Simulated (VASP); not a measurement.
The system is ZrSi2.

```
Zr Si
1.0
     1.85300   -7.36750    0.00000
     1.85300    7.36750    0.00000
     0.00000    0.00000    3.67200
Zr Si
2 4
Cartesian
  1.8530 -5.8144 0.9180
  1.8530 5.8144 2.7540
  1.8530 -0.7692 0.9180
  1.8530 0.7692 2.7540
  1.8530 3.6896 0.9180
  1.8530 -3.6896 2.7540
```

```yaml
Program: VASP 6.6.1
Task: relaxation of cell and atoms
Functional: PBEsol
Potentials_or_basis: VASP PAW PBE potentials, release 64 (Zr_sv, Si)
Cutoff: 600 eV
k_mesh: 10 × 10 × 10
Occupations: methfessel-paxton, width 0.1 eV
Spin: no spin polarisation
```

At the start: pressure -2.7 GPa; volume 16.71 Å³/atom.

Task: Where does the relaxation end?

Result: Over 9 steps the energy falls by 4.4 meV/atom and the volume is 16.33 Å³/atom (-2.3 %); space group Cmcm (No. 63, to 0.05 Å).

The path:
```
step  energy change (eV)  largest force (eV/Å)  pressure (GPa)  volume (Å³)
   1              0.0000                0.1978           -2.70       100.26
   2             -0.0057                0.1669            2.92        96.23
   3             -0.0212                0.1807            0.23        98.06
   4             -0.0248                0.0779            0.04        98.08
   5             -0.0251                0.0364           -0.03        98.08
   6             -0.0261                0.0213           -0.03        98.04
   7             -0.0264                0.0093           -0.03        98.01
   8             -0.0264                0.0099           -0.03        98.01
   9             -0.0264                0.0051            0.05        97.95
```

Final structure:
```
Zr Si
1.0
     1.83773   -7.28568    0.00000
     1.83773    7.28568    0.00000
     0.00000    0.00000    3.65787
Zr Si
2 4
Direct
  0.89529 0.10471 0.25000
  0.10471 0.89529 0.75000
  0.55390 0.44610 0.25000
  0.44610 0.55390 0.75000
  0.25020 0.74980 0.25000
  0.74980 0.25020 0.75000
```

Caveat: the PAW data sets were made with another functional, which shifts forces and pressure a little.
